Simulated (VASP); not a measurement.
The input files of a VASP run:

### INCAR
```
SYSTEM = GdN
PREC = Accurate
ENCUT = 520
EDIFF = 1E-6
NELM = 100
ALGO = Normal
LREAL = .FALSE.
LASPH = .TRUE.
ISMEAR = 0
SIGMA = 0.05
GGA = PE
LMAXMIX = 6
LWAVE = .FALSE.
LCHARG = .FALSE.
ISIF = 2
```

**POSCAR**
```
GdN
1
   -1.7252750000     0.9960880000     2.9528000000
    1.7252750000     0.9960880000     2.9528000000
    0.0000000000    -1.9921760000     2.9528000000
Gd N
1 1
Direct
  0.7624000000   0.7624000000   0.7624000000
  0.2376000000   0.2376000000   0.2376000000
```

KPOINTS:
```
Automatic mesh
0
Gamma
7 7 7
0 0 0
```

POTCAR, in this order: Gd_3 N (PBE.64 set). Program: vasp_std.

The run wrote:

**standard output**
```
 -----------------------------------------------------------------------------
|                                                                             |
|     EEEEEEE  RRRRRR   RRRRRR   OOOOOOO  RRRRRR      ###     ###     ###     |
|     E        R     R  R     R  O     O  R     R     ###     ###     ###     |
|     E        R     R  R     R  O     O  R     R     ###     ###     ###     |
|     EEEEE    RRRRRR   RRRRRR   O     O  RRRRRR       #       #       #      |
|     E        R   R    R   R    O     O  R   R                               |
|     E        R    R   R    R   O     O  R    R      ###     ###     ###     |
|     EEEEEEE  R     R  R     R  OOOOOOO  R     R     ###     ###     ###     |
|                                                                             |
|     ERROR: the triple product of the basis vectors is negative exchange     |
|     two basis vectors                                                       |
|                                                                             |
|       ---->  I REFUSE TO CONTINUE WITH THIS SICK JOB ... BYE!!! <----       |
|                                                                             |
 -----------------------------------------------------------------------------
```

**Question.** From input and log, find the fault in this run and mend it.

**Answer.** The cause: the lattice vectors form a left-handed set. VASP stops with an error: ERROR: the triple product of the basis vectors is negative exchange two basis vectors ----> I REFUSE TO CONTINUE WITH THIS SICK JOB ... BYE!!! <---- To mend it, correct POSCAR.
POSCAR:
```
GdN
1
    1.7252750000     0.9960880000     2.9528000000
   -1.7252750000     0.9960880000     2.9528000000
    0.0000000000    -1.9921760000     2.9528000000
Gd N
1 1
Direct
  0.7624000000   0.7624000000   0.7624000000
  0.2376000000   0.2376000000   0.2376000000
```
The mended run (PBE GGA, plane waves, VASP's PBE PAW potentials (set 64)) converges, and its OSZICAR ends with
```
   1 F= -.16094367E+02 E0= -.16094367E+02  d E =-.295098E-16
```

The structure was generated: GdN was put into the alpha-GeTe type (R3m), which need not be its known phase. The cell was not relaxed at this level. The 4f electrons are frozen in the core of the lanthanide potential, so 4f levels, which can set the real gap, and their magnetism are missing.
